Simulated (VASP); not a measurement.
A run of VASP 6.6.1 is set up as follows.

INCAR

```
PREC = Accurate
ENCUT = 520
EDIFF = 1E-7
ISMEAR = 0
SIGMA = 0.02
LREAL = F
LASPH = T
NELM = 100
ALGO = Fast
ISIF = 2
LWAVE = F
LCHARG = F
GGA = PS
NBANDS = 21
```

File KPOINTS:

```
Automatic mesh
0
Gamma
  8 8 8
```

POSCAR

```
Sn                                      
1.0
    0.0000000000      3.2676744104      3.2676744104
    3.2676744104      0.0000000000      3.2676744104
    3.2676744104      3.2676744104      0.0000000000
  Sn            
     2
Direct
     0.0000000000000000    0.0000000000000000    0.0000000000000000
     0.2500000000000000    0.2500000000000000    0.2500000000000000
```

File KPOINTS_OPT:

```
path GXWKGLUWLK,UX
15
line-mode
reciprocal
 0.0000000000  0.0000000000  0.0000000000  G
 0.5000000000  0.0000000000  0.5000000000  X

 0.5000000000  0.0000000000  0.5000000000  X
 0.5000000000  0.2500000000  0.7500000000  W

 0.5000000000  0.2500000000  0.7500000000  W
 0.3750000000  0.3750000000  0.7500000000  K

 0.3750000000  0.3750000000  0.7500000000  K
 0.0000000000  0.0000000000  0.0000000000  G

 0.0000000000  0.0000000000  0.0000000000  G
 0.5000000000  0.5000000000  0.5000000000  L

 0.5000000000  0.5000000000  0.5000000000  L
 0.6250000000  0.2500000000  0.6250000000  U

 0.6250000000  0.2500000000  0.6250000000  U
 0.5000000000  0.2500000000  0.7500000000  W

 0.5000000000  0.2500000000  0.7500000000  W
 0.5000000000  0.5000000000  0.5000000000  L

 0.5000000000  0.5000000000  0.5000000000  L
 0.3750000000  0.3750000000  0.7500000000  K

 0.6250000000  0.2500000000  0.6250000000  U
 0.5000000000  0.0000000000  0.5000000000  X
```

Potentials or basis: VASP PAW PBE potentials, release 64 (Sn_d).

Launch:

```sh
$ cat potpaw_PBE.64/Sn_d/POTCAR > POTCAR
$ mpirun -np 1 vasp_std > vasp.out
```

Q: What does it give for the pressure?

A: 0.0 GPa.

Q: What does it give for the band gap along the path?

A: None (metal or under the smearing width).

Levels at the corners of the path, in eV from the Fermi level:
```tsv
point	band 10	band 11	band 12	band 13	band 14	band 15	band 16	band 17	band 18	band 19
Γ	-21.10	-10.39	-0.74	0.19	0.19	0.19	2.25	2.25	2.25	4.95
X	-21.03	-7.36	-7.36	-2.30	-2.30	0.88	0.88	7.68	7.68	9.18
X	-21.03	-7.36	-7.36	-2.30	-2.30	0.88	0.88	7.68	7.68	9.18
W	-21.01	-7.30	-7.30	-2.87	-2.87	3.44	3.44	4.08	4.08	9.01
W	-21.01	-7.30	-7.30	-2.87	-2.87	3.44	3.44	4.08	4.08	9.01
K	-21.01	-7.76	-6.88	-3.20	-1.95	1.16	3.39	5.73	6.02	6.74
K	-21.01	-7.76	-6.88	-3.20	-1.95	1.16	3.39	5.73	6.02	6.74
Γ	-21.10	-10.39	-0.74	0.19	0.19	0.19	2.25	2.25	2.25	4.95
Γ	-21.10	-10.39	-0.74	0.19	0.19	0.19	2.25	2.25	2.25	4.95
L	-21.05	-8.80	-6.14	-0.98	-0.98	0.00	3.31	3.31	5.64	8.41
L	-21.05	-8.80	-6.14	-0.98	-0.98	0.00	3.31	3.31	5.64	8.41
U	-21.01	-7.76	-6.88	-3.20	-1.95	1.16	3.39	5.73	6.02	6.74
U	-21.01	-7.76	-6.88	-3.20	-1.95	1.16	3.39	5.73	6.02	6.74
W	-21.01	-7.30	-7.30	-2.87	-2.87	3.44	3.44	4.08	4.08	9.01
W	-21.01	-7.30	-7.30	-2.87	-2.87	3.44	3.44	4.08	4.08	9.01
L	-21.05	-8.80	-6.14	-0.98	-0.98	0.00	3.31	3.31	5.64	8.41
L	-21.05	-8.80	-6.14	-0.98	-0.98	0.00	3.31	3.31	5.64	8.41
K	-21.01	-7.76	-6.88	-3.20	-1.95	1.16	3.39	5.73	6.02	6.74
U	-21.01	-7.76	-6.88	-3.20	-1.95	1.16	3.39	5.73	6.02	6.74
X	-21.03	-7.36	-7.36	-2.30	-2.30	0.88	0.88	7.68	7.68	9.18
```

Caveat: the PAW data sets were made with another functional, which shifts forces and pressure a little; spin-orbit coupling is left out, which moves the levels of the heavy elements.
